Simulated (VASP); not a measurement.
A run of VASP 6.6.1 is set up as follows.

INCAR

```
PREC = Accurate
ENCUT = 700
EDIFF = 1E-7
ISMEAR = -1
SIGMA = 0.02
LREAL = F
LASPH = T
NELM = 100
ALGO = Normal
ISIF = 2
LWAVE = F
LCHARG = F
ISPIN = 2
MAGMOM = 0 2.5 2.5 0 0
LORBIT = 11
LMAXMIX = 4
GGA = PS
LEFG = T
```

File KPOINTS:

```
regular mesh
0
Gamma
  6 6 6
```

Contents of POSCAR:

```
SrFe2As2
1.0
    0.0000000000      2.7891500000      6.1482500000
    2.7587500000      0.0000000000      6.1482500000
    2.7587500000      2.7891500000      0.0000000000
Sr Fe As
1 2 2
Direct
    0.0000000000      0.0000000000      0.0000000000
    0.7500000000      0.7500000000      0.7500000000
    0.2500000000      0.2500000000      0.2500000000
    0.3612000000      0.3612000000      0.6388000000
    0.6388000000      0.6388000000      0.3612000000
```

Potentials or basis: VASP PAW PBE potentials, release 64 (Sr_sv, Fe, As).

The run is started by

```console
$ cat potpaw_PBE.64/Sr_sv/POTCAR potpaw_PBE.64/Fe/POTCAR potpaw_PBE.64/As/POTCAR > POTCAR
$ mpirun -np 1 vasp_std > vasp.out
```

Question: Estimate the site moments.

Answer: Sr +0.00; Fe +0.69; As -0.04 μB.

Question: Predict the net moment.

Answer: 1.31 μB per cell.

Question: Predict the pressure.

Answer: -8.6 GPa.

Stress tensor (GPa, compression positive):
```
-8.38  0.00  0.00
 0.00 -8.92  0.00
 0.00  0.00 -8.45
```

Caveat: the PAW data sets were made with another functional, which shifts forces and pressure a little.
